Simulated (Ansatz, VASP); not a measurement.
# Al35Ga12N48 (V_Al hop (3.1 A)): VASP beside Ansatz, part 2 of 2

Aim: how closely do two programs agree when they are given the same cell, functional and k mesh? The cell is taken from a series of runs on this material, whose earlier steps may have relaxed, scaled, displaced or heated it; both programs get it as it stands.

VASP 6.6.1 and Ansatz 0.2.0.

So far. Step 2 (VASP: single point, r2SCAN, pair 1): The run ends at a pressure of 4.66 GPa, with forces up to 0.23 eV/Å.

## 4. Side by side

Known differences besides the potentials themselves: VASP keeps PBE cores, Ansatz makes them for the functional; fixed occupations in Ansatz, narrow Gaussian smearing in VASP; the cutoff is 500 eV in Ansatz and 580 eV in VASP (PREC = Accurate, projectors in real space). Total energies have different zeros and are not compared.

The two programs side by side:

```tsv
quantity	Ansatz	VASP	difference
gap on the k mesh (eV)	3.577	3.579	-0.002
```

Forces on 10 of the 95 atoms, those with the largest forces and the largest differences (eV/Å; atoms numbered as in POSCAR):

```tsv
atom	Ansatz x, y, z	VASP x, y, z
N58	0.041, -0.004, 0.035	0.094, -0.006, 0.117
N70	0.023, 0.004, 0.069	0.075, 0.000, 0.150
N79	0.033, -0.069, -0.087	0.051, -0.064, -0.164
N82	0.097, 0.007, -0.121	0.157, 0.006, -0.043
N85	0.206, 0.045, -0.027	0.183, 0.018, -0.029
N86	0.050, 0.012, 0.080	0.093, 0.008, 0.154
N87	0.093, -0.177, 0.018	0.118, -0.181, -0.064
N90	0.062, 0.033, 0.079	0.107, 0.028, 0.155
N92	-0.023, 0.008, 0.186	-0.100, 0.007, 0.190
N94	0.041, -0.031, 0.067	0.089, -0.029, 0.144
```

The forces differ by 30 meV/Å r.m.s., which is 50.3 % of the r.m.s. force of 0.060 eV/Å (both taken over all components). A gap on the mesh is an upper bound, since the band edges may lie between its points. VASP's last cycles still show a density residual of 4e-03, so its state may not be settled. The cell carries a charge of -3 e against a uniform background, so its pressure also hangs on how the neutralising background is counted, and in a defect's cell a gap may be the spacing between its levels.

## 5. VASP: single point, r2SCAN, pair 2

With cell and atoms fixed, the geometry can't cause a difference; cores, projectors, grids and the points listed under the comparison can.

INCAR

```
SYSTEM = Al35Ga12N48
PREC = Accurate
ENCUT = 580
EDIFF = 1E-06
NELM = 120
ISMEAR = 0
SIGMA = 0.01
LREAL = Auto
ALGO = Normal
METAGGA = R2SCAN
LASPH = .TRUE.
NELECT = 504
NBANDS = 320
LORBIT = 11
LWAVE = .FALSE.
LCHARG = .FALSE.
ISIF = 2
ISYM = 0
GGA_COMPAT = .FALSE.
EFERMI = MIDGAP
LMIXTAU = .TRUE.
NCORE = 2
```

POSCAR

```
Al35Ga12N48
1.0
   10.0869230277      0.0000000000      0.0002529055
    0.0000000000      9.3901587298      0.0000000000
   -0.0064480299      0.0000000000     10.8360210313
Al Ga N
35 12 48
Direct
    0.2495205070      0.1666209250      0.0831232711
    0.9998658763      0.1672411697      0.4178947471
[... 5 atom lines left out ...]
    0.9985965521      0.5000830954      0.4195829289
[... 1 atom line left out ...]
    0.2607867734      0.5000532026      0.5836463802
[... 1 atom line left out ...]
    0.9981800997      0.3354325405      0.6648663187
[... 1 atom line left out ...]
    0.9998571802      0.8329353197      0.4179174272
[... 1 atom line left out ...]
    0.2501717302      0.8336699985      0.5839364846
[... 1 atom line left out ...]
    0.9981569285      0.6647404416      0.6648910760
[... 1 atom line left out ...]
    0.5018053693      0.1678617794      0.4179441156
[... 1 atom line left out ...]
    0.7516598306      0.1715345562      0.5848240893
[... 1 atom line left out ...]
    0.5024586250      0.0001153117      0.6646531991
[... 1 atom line left out ...]
    0.5028662260      0.5001203736      0.4197344296
[... 1 atom line left out ...]
    0.5032141735      0.6641154888      0.6645428115
    0.5022520887      0.5001313764      0.9163467731
    0.5032402499      0.3361264272      0.6645390010
[... 1 atom line left out ...]
    0.5017873126      0.8323395399      0.4179548136
[... 1 atom line left out ...]
    0.7516542522      0.8285412896      0.5848305766
    0.5015762629      0.8333938686      0.9164578251
[... 5 atom lines left out ...]
    0.2499286142      0.6670539394      0.8331866809
[... 1 atom line left out ...]
    0.7517862620      0.0000835529      0.8298485537
    0.7510262148      0.3371300494      0.3359494297
    0.7520968884      0.3347007063      0.8281715081
    0.7510404985      0.6629378657      0.3359216779
    0.7520764684      0.6654732912      0.8282325325
[... 10 atom lines left out ...]
    0.3119082316      0.5000730903      0.4150520491
[... 2 atom lines left out ...]
    0.0688060260      0.5000821857      0.5834682375
    0.3140186284      0.5001092155      0.9206516329
    0.3110190509      0.3289819543      0.6655533469
[... 2 atom lines left out ...]
    0.3136980478      0.8336640296      0.4198223866
[... 1 atom line left out ...]
    0.0577635206      0.6661271012      0.8350253270
[... 2 atom lines left out ...]
    0.3109898300      0.6711387030      0.6655665022
[... 2 atom lines left out ...]
    0.8124848411      0.1663805024      0.4191484214
[... 1 atom line left out ...]
    0.5559367258      0.0001205424      0.8326231911
    0.5611138779      0.1663799567      0.5830094209
[... 1 atom line left out ...]
    0.8092479334      0.0000898245      0.6596370999
    0.5553545135      0.3327317139      0.3319106183
[... 1 atom line left out ...]
    0.8205053538      0.5000901632      0.4032234614
[... 1 atom line left out ...]
    0.5558575756      0.3329639912      0.8341460057
    0.5336452218      0.5001367024      0.5832858624
    0.8125779984      0.5001428413      0.9213608780
    0.8200421149      0.3166224749      0.6716703847
    0.5553492695      0.6674833597      0.3318963187
[... 1 atom line left out ...]
    0.8124755061      0.8337782552      0.4192022933
[... 1 atom line left out ...]
    0.5558270306      0.6672992412      0.8341537118
    0.5611150623      0.8338217046      0.5830308566
    0.8112934331      0.8356238233      0.9220015532
    0.8199844974      0.6834364242      0.6717024648
```

KPOINTS

```
Points of the shifted mesh
1
Reciprocal
 0.2500000000  0.2500000000  0.2500000000 1
```

Potentials, in the order of the species: Al, Ga_d and N (PBE family, release 64).

Started as:

```
$ mpirun -np 8 vasp_std
```

Numbers of over 12 decimals in the logs are rounded to 6 here.

The log of the run:

```text
[banner, memory and clock lines left out]
running    8 mpi-ranks, on    1 nodes
[...]
[... a notice as in an earlier step ...]

 LDA part: xc-table for (None), standard interpolation
 POSCAR, INCAR and KPOINTS ok, starting setup
[...]
entering main loop
       N       E                     dE             d eps       ncg     rms          rms(c)
DAV:   1     0.767631154932E+04    0.76763E+04   -0.20207E+05   640   0.222E+03
DAV:   2     0.128927334223E+04   -0.63870E+04   -0.59579E+04   640   0.655E+02
DAV:   3    -0.870539072464E+03   -0.21598E+04   -0.20013E+04   912   0.274E+02
DAV:   4    -0.112776660405E+04   -0.25723E+03   -0.25401E+03   912   0.101E+02
DAV:   5    -0.113952942688E+04   -0.11763E+02   -0.11670E+02   952   0.251E+01BRMIX: very serious problems
 the old and the new charge density differ
 old charge density:   501.00000 new  504.00000
    0.593E+01
DAV:   6    -0.963529248733E+03    0.17600E+03   -0.35645E+02  1112   0.577E+01    0.241E+01
DAV:   7    -0.922187151200E+03    0.41342E+02   -0.50098E+01   752   0.171E+01    0.146E+01
DAV:   8    -0.961143862164E+03   -0.38957E+02   -0.15760E+01   712   0.228E+01    0.626E+00
DAV:   9    -0.913018967997E+03    0.48125E+02   -0.10066E+01   704   0.124E+01    0.251E+00
[...]
DAV:  32    -0.918342337653E+03    0.17232E-04   -0.51136E-06   656   0.103E-02    0.306E-01
DAV:  33    -0.918342340537E+03   -0.28835E-05   -0.15858E-06   400   0.605E-03    0.306E-01
DAV:  34    -0.918342340083E+03    0.45446E-06   -0.18559E-07   368   0.347E-03
   1 F= -.91834234E+03 E0= -.91834234E+03  d E =0.000000E+00
```

Parts of OUTCAR (step 5):

```text
  FREE ENERGIE OF THE ION-ELECTRON SYSTEM (eV)
  ---------------------------------------------------
  free  energy   TOTEN  =      -918.3423400826 eV

  energy  without entropy=     -918.3423400826  energy(sigma->0) =     -918.34234008
```

The run ends at a pressure of 4.92 GPa, with forces up to 0.20 eV/Å.

## 6. Ansatz: single point, r2SCAN, pair 2

The same cell, functional and mesh now go to Ansatz.

The cell is taken from a series of runs on this material, whose earlier steps may have relaxed, scaled, displaced or heated it; both programs get it as it stands.

input.yaml

```yaml
crystal:
  lattice:
    - [10.08692303, 0.0, 0.00025291]
    - [0.0, 9.39015873, 0.0]
    - [-0.00644803, 0.0, 10.83602103]
  atoms:
    - { symbol: Al, position: [0.24952051, 0.16662092, 0.08312327] }
    - { symbol: Al, position: [-0.00013412, 0.16724117, 0.41789475] }
    - { symbol: Al, position: [-0.00045234, 9.401e-05, 0.16543012] }
    - { symbol: Ga, position: [0.24927384, 3.914e-05, 0.33406597] }
    - { symbol: "N", position: [0.0554396, 8.176e-05, 0.33241117] }
    - { symbol: "N", position: [0.0609402, 0.16662338, 0.08305397] }
    - { symbol: "N", position: [0.3137351, 0.16652242, 0.41983601] }
    - { symbol: "N", position: [0.31093304, 7.029e-05, 0.16348167] }
    - { symbol: Al, position: [0.25019465, 0.16642842, 0.58394244] }
    - { symbol: Al, position: [-0.00209902, 0.16769779, 0.91584418] }
    - { symbol: Al, position: [-0.00292251, 0.00010845, 0.66377899] }
    - { symbol: Ga, position: [0.24913775, 5.652e-05, 0.83195954] }
    - { symbol: "N", position: [0.05486384, 9.999e-05, 0.83214012] }
    - { symbol: "N", position: [0.06331084, 0.16541036, 0.58206594] }
    - { symbol: "N", position: [0.31319026, 0.16550135, 0.92058735] }
    - { symbol: "N", position: [0.31297462, 5.927e-05, 0.66307669] }
    - { symbol: Al, position: [0.25007277, 0.50005479, 0.08331342] }
    - { symbol: Al, position: [-0.00140345, 0.5000831, 0.41958293] }
    - { symbol: Al, position: [-0.00169917, 0.33349697, 0.16701966] }
    - { symbol: Ga, position: [0.24953238, 0.33321503, 0.33254919] }
    - { symbol: "N", position: [0.05747181, 0.33141562, 0.33259453] }
    - { symbol: "N", position: [0.06121499, 0.50008815, 0.08468304] }
    - { symbol: "N", position: [0.31190823, 0.50007309, 0.41505205] }
    - { symbol: "N", position: [0.31214051, 0.33284089, 0.16171675] }
    - { symbol: Al, position: [0.26078677, 0.5000532, 0.58364638] }
    - { symbol: Al, position: [-0.00031336, 0.5001181, 0.91733915] }
    - { symbol: Al, position: [-0.0018199, 0.33543254, 0.66486632] }
    - { symbol: Ga, position: [0.2499335, 0.33304888, 0.8331677] }
    - { symbol: "N", position: [0.05776743, 0.33409867, 0.83500012] }
    - { symbol: "N", position: [0.06880603, 0.50008219, 0.58346824] }
    - { symbol: "N", position: [0.31401863, 0.50010922, 0.92065163] }
    - { symbol: "N", position: [0.31101905, 0.32898195, 0.66555335] }
    - { symbol: Al, position: [0.24951817, 0.83350276, 0.08312942] }
    - { symbol: Al, position: [-0.00014282, 0.83293532, 0.41791743] }
    - { symbol: Al, position: [-0.00170273, 0.66667089, 0.16702681] }
    - { symbol: Ga, position: [0.24950547, 0.66680873, 0.33255029] }
    - { symbol: "N", position: [0.05744816, 0.66875835, 0.33261108] }
    - { symbol: "N", position: [0.06093819, 0.83355385, 0.08307781] }
    - { symbol: "N", position: [0.31369805, 0.83366403, 0.41982239] }
    - { symbol: "N", position: [0.3121187, 0.66729134, 0.16172634] }
    - { symbol: Al, position: [0.25017173, 0.83367, 0.58393648] }
    - { symbol: Al, position: [-0.00209584, 0.83252839, 0.91587913] }
    - { symbol: Al, position: [-0.00184307, 0.66474044, 0.66489108] }
    - { symbol: Ga, position: [0.24992861, 0.66705394, 0.83318668] }
    - { symbol: "N", position: [0.05776352, 0.6661271, 0.83502533] }
    - { symbol: "N", position: [0.06328561, 0.83477696, 0.58209567] }
    - { symbol: "N", position: [0.31318414, 0.83471688, 0.92059587] }
    - { symbol: "N", position: [0.31098983, 0.6711387, 0.6655665] }
    - { symbol: Al, position: [0.74972091, 0.16581954, 0.08325243] }
    - { symbol: Al, position: [0.50180537, 0.16786178, 0.41794412] }
    - { symbol: Al, position: [0.50006742, 0.00010542, 0.16632395] }
    - { symbol: Ga, position: [0.74983764, 3.008e-05, 0.33461536] }
    - { symbol: "N", position: [0.55511817, 9.192e-05, 0.33302493] }
    - { symbol: "N", position: [0.56027585, 0.16583206, 0.08355177] }
    - { symbol: "N", position: [0.81248484, 0.1663805, 0.41914842] }
    - { symbol: "N", position: [0.81087817, 7.711e-05, 0.16432334] }
    - { symbol: Al, position: [0.75165983, 0.17153456, 0.58482409] }
    - { symbol: Al, position: [0.50158262, 0.16687406, 0.91644294] }
    - { symbol: Al, position: [0.50245862, 0.00011531, 0.6646532] }
    - { symbol: Ga, position: [0.75178626, 8.355e-05, 0.82984855] }
    - { symbol: "N", position: [0.55593673, 0.00012054, 0.83262319] }
    - { symbol: "N", position: [0.56111388, 0.16637996, 0.58300942] }
    - { symbol: "N", position: [0.81128192, 0.16467075, 0.92195255] }
    - { symbol: "N", position: [0.80924793, 8.982e-05, 0.6596371] }
    - { symbol: Al, position: [0.75115055, 0.50005712, 0.08398141] }
    - { symbol: Al, position: [0.50286623, 0.50012037, 0.41973443] }
    - { symbol: Al, position: [0.50143371, 0.33339268, 0.16596268] }
    - { symbol: Ga, position: [0.75102621, 0.33713005, 0.33594943] }
    - { symbol: "N", position: [0.55535451, 0.33273171, 0.33191062] }
    - { symbol: "N", position: [0.56138914, 0.50010221, 0.08365272] }
    - { symbol: "N", position: [0.82050535, 0.50009016, 0.40322346] }
    - { symbol: "N", position: [0.81052525, 0.3309549, 0.16049422] }
    - { symbol: Al, position: [0.50321417, 0.66411549, 0.66454281] }
    - { symbol: Al, position: [0.50225209, 0.50013138, 0.91634677] }
    - { symbol: Al, position: [0.50324025, 0.33612643, 0.664539] }
    - { symbol: Ga, position: [0.75209689, 0.33470071, 0.82817151] }
    - { symbol: "N", position: [0.55585758, 0.33296399, 0.83414601] }
    - { symbol: "N", position: [0.53364522, 0.5001367, 0.58328586] }
    - { symbol: "N", position: [0.812578, 0.50014284, 0.92136088] }
    - { symbol: "N", position: [0.82004211, 0.31662247, 0.67167038] }
    - { symbol: Al, position: [0.74970474, 0.83431825, 0.08327262] }
    - { symbol: Al, position: [0.50178731, 0.83233954, 0.41795481] }
    - { symbol: Al, position: [0.50140998, 0.66681404, 0.16595907] }
    - { symbol: Ga, position: [0.7510405, 0.66293787, 0.33592168] }
    - { symbol: "N", position: [0.55534927, 0.66748336, 0.33189632] }
    - { symbol: "N", position: [0.56026399, 0.83437775, 0.08355712] }
    - { symbol: "N", position: [0.81247551, 0.83377826, 0.41920229] }
    - { symbol: "N", position: [0.8105154, 0.66918575, 0.16049887] }
    - { symbol: Al, position: [0.75165425, 0.82854129, 0.58483058] }
    - { symbol: Al, position: [0.50157626, 0.83339387, 0.91645783] }
    - { symbol: Ga, position: [0.75207647, 0.66547329, 0.82823253] }
    - { symbol: "N", position: [0.55582703, 0.66729924, 0.83415371] }
    - { symbol: "N", position: [0.56111506, 0.8338217, 0.58303086] }
    - { symbol: "N", position: [0.81129343, 0.83562382, 0.92200155] }
    - { symbol: "N", position: [0.8199845, 0.68343642, 0.67170246] }
total_charge: -3
basis:
  ecutwfc: 500
  xc_grid: 2
hamiltonian:
  xc: r2scan
kpoints:
  mp_grid: { grid: [1, 1, 1], shift: [0.25, 0.25, 0.25] }
scf:
  occupations: { method: fixed }
  max_iter: 100
output:
  forces: true
  eigenvalues: true
checkpoint:
  write: "../qm3.end.r2scan.run"
  compress: false
  write_wavefunctions: false
  write_every: 100000
```

Started as:

```
$ ansatz run input.yaml --threads 32 --pin off --max-ram 84787MiB --backend cuda --events-out ev --progress --plain --runs-dir out --max-vram 78GiB
```

The log of the run:

```text
[...]
Crystal: 95 atoms, lattice volume = 1026.364 Å³
Basis set: ecut = 500 eV, 25977 PW (Γ), exchange–correlation on 150×144×160 points (8 copies of the dense FFT grid, shifted against one another)
Bands: 347, of which v1, the nominal top of the filled ones, is band 252 counted from 1 (251 counted from 0)
Symmetry: 1 space group operations
[...]
k-points: 1
[...]
atom  62  N      0.00274916    -0.01153225    -0.00991001
  atom  63  N      0.06355289    -0.00380179     0.07853573
  atom  64  N      0.06602394    -0.00091885    -0.02040801
  atom  65  Al     0.00570426     0.00126185    -0.03796092
  atom  66  Al    -0.01648937    -0.00099672     0.08602402
[...]
atom  92  N     -0.06627192     0.00225867     0.02369246
  atom  93  N      0.00171178     0.01142269    -0.01226152
  atom  94  N      0.06185160     0.00162250     0.07527434
  atom  95  N      0.07497124     0.12698448    -0.01753573
  max |Σ_I F_I| component: 2.96e-2 eV/Å
--- Band table (eV) ---
[...]
[key lines of the parts left out:]
SCF converged after 10 iterations
```

## 7. Side by side

Compared:

```tsv
quantity	Ansatz	VASP	difference
gap on the k mesh (eV)	3.454	3.455	-0.001
```

Forces on 8 of the 95 atoms, those with the largest forces and the largest differences (eV/Å; atoms numbered as in POSCAR):

```tsv
atom	Ansatz x, y, z	VASP x, y, z
N58	0.013, 0.000, 0.050	0.069, -0.003, 0.131
N74	0.054, -0.015, 0.050	0.105, -0.015, 0.129
N78	0.064, -0.004, 0.079	0.105, 0.005, 0.154
N82	0.106, -0.003, -0.073	0.167, -0.002, -0.004
N86	0.059, -0.003, 0.081	0.107, -0.004, 0.164
N87	0.072, -0.125, -0.014	0.099, -0.130, -0.097
N94	0.062, 0.002, 0.075	0.103, -0.008, 0.151
N95	0.075, 0.127, -0.018	0.103, 0.133, -0.101
```

The forces differ by 30 meV/Å r.m.s., which is 53.1 % of the r.m.s. force of 0.056 eV/Å (both taken over all components). A gap on the mesh is an upper bound, since the band edges may lie between its points. VASP's last cycles still show a density residual of 3e-02, so its state may not be settled. The cell carries a charge of -3 e against a uniform background, so its pressure also hangs on how the neutralising background is counted, and in a defect's cell a gap may be the spacing between its levels.

## 8. Outcome

```json
{
  "r.m.s. force difference (single point, r2SCAN, pair 1)": "30 meV/Å",
  "r.m.s. force difference (single point, r2SCAN, pair 2)": "30 meV/Å"
}
```

What this shows: The r.m.s. force difference is 30 meV/Å (single point, r2SCAN, pair 1), beyond the 12 meV/Å picked in this series as the mark of a large difference. What causes the difference of the single point, r2SCAN, pair 1 pair stays open here. What causes the difference of the single point, r2SCAN, pair 2 pair stays open here. How closely two codes agree says nothing of how well the functional describes the real material.

[Lines on the potential files, build, host, timing and source positions are cut from VASP's logs without a mark.]

[Logs are printed without paths, hosts, clocks, repeated set-up lines and the standing remarks that a program may print on its own settings, such as how far it seeks lower states.]

[Hosts, paths, dates, database ids (printed as entryN), source tags and the programs' standing remarks are cut or masked in the printed files.]
